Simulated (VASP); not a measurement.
Input for VASP

### INCAR
```
SYSTEM = Al
SIGMA = 0.136
ALGO = Normal   # blocked Davidson
LREAL = .False.   # projection in real space or not
ENCUT = 300   # plane-wave cut-off (eV)
LCHARG = .False.
ISIF = 2   # forces and stress, cell fixed
GGA = PS   # PBEsol
ISMEAR = -1
LWAVE = .False.
NELM = 100   # most electronic steps
LASPH = .True.   # aspherical one-centre terms
PREC = Accurate
EDIFF = 1E-6
```

File KPOINTS:
```
K-points
0
gamma
  11 11 11
```

### POSCAR
```
Al
1
    0.0000000000     2.0805030000     2.0805030000
    2.0805030000     0.0000000000     2.0805030000
    2.0805030000     2.0805030000     0.0000000000
Al
1
Direct
  0.0000000000   0.0000000000   0.0000000000
```

POTCAR, in this order: Al (PBE.64 set). Program: vasp_std.

Q: Translate this PBEsol calculation to Ansatz.

A: One equivalent input (not run):
Ansatz 0.2 input:
```yaml
crystal:
  lattice:
    - [0.0000000, 2.0805030, 2.0805030]
    - [2.0805030, 0.0000000, 2.0805030]
    - [2.0805030, 2.0805030, 0.0000000]
  atoms:
    - { symbol: Al, position: [0.0000000, 0.0000000, 0.0000000] }
kpoints:
  mp_grid: { grid: [11, 11, 11] }
hamiltonian:
  xc: pbesol
  pseudopotentials: { kind: paw }
scf:
  occupations: { method: fermi_dirac, width: 0.136 }
  max_iter: 100
output: { forces: true, stress: true, eigenvalues: true }
```
The two are equivalent in intent, not identical: each code has its own PAW files, so the cut-off isn't converted (ENCUT is set for VASP's; basis.ecutwfc is left out, and Ansatz then takes the one that its files recommend); Ansatz stops its SCF on the density residual and VASP on the energy change (EDIFF).

The structure comes from a computed database's Al entry; how it stands against other phases isn't given here. The cell was not relaxed at this level, and its volume differs by +4.6 % from the start's.
